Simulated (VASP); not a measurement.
Input:

```
Cd
1.0
    1.49551    -2.59029     0.00000
    1.49551     2.59029     0.00000
    0.00000     0.00000     5.51734
Cd
2
Direct
  0.33333   0.66667   0.25000
  0.66667   0.33333   0.75000
```

Method: PBE GGA with D3 dispersion (Becke-Johnson damping), VASP's PBE PAW potentials (set 64) (plane waves; VASP). Numerical set-up: 520 eV cut-off, Gaussian smearing of 0.050 eV, potentials Cd.

**Question.** Estimate the band gap (along the path) with the smallest direct gap where there is one.

**Answer.** 
The band gap (along the path) is none (metal, semimetal or under 0.01 eV).

Only differences to runs with the same potentials and settings are physical.

The compound is Cd in the hcp structure. It was relaxed first.
